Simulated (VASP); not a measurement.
Here is the system:

```
CELL_PARAMETERS angstrom
      0.00000     2.77005     2.77005
      2.77005     0.00000     2.77005
      2.77005     2.77005     0.00000
ATOMIC_POSITIONS crystal
  Ga 0.00000 0.00000 0.00000
  P  0.25000 0.25000 0.25000
```

Level of theory: revPBE GGA, VASP's PBE PAW potentials (set 64) (plane waves; VASP). Numerical set-up: 520 eV cut-off, Gaussian smearing of 0.050 eV, potentials Ga_d P.

Question: Give the energies of bands 7 to 12 at the high-symmetry points, in eV from the valence-band maximum.

Answer: 
```tsv
band	Γ	X	U	L	W
7	0.00	-6.49	-6.30	-6.33	-6.31
8	0.00	-2.51	-3.66	-1.04	-3.33
9	0.00	-2.51	-2.10	-1.04	-3.17
10	1.52	1.83	2.29	1.60	4.68
11	3.92	1.92	4.76	4.75	4.75
12	3.92	10.27	8.09	4.75	6.01
```

The gap is direct, 1.52 eV, from the valence maximum at Γ to the conduction minimum at Γ.

Measured: gap 2.43 eV (computed value off by -0.91 eV), as given by Wei Chen et al., Physical Review Materials (2018), doi:10.1103/physrevmaterials.2.073803 [zero-point renormalisation of 0.08 eV added back (the table's ZPR column)].

The compound is GaP in the zinc blende structure. It was relaxed first, which changed the volume by +5 %.
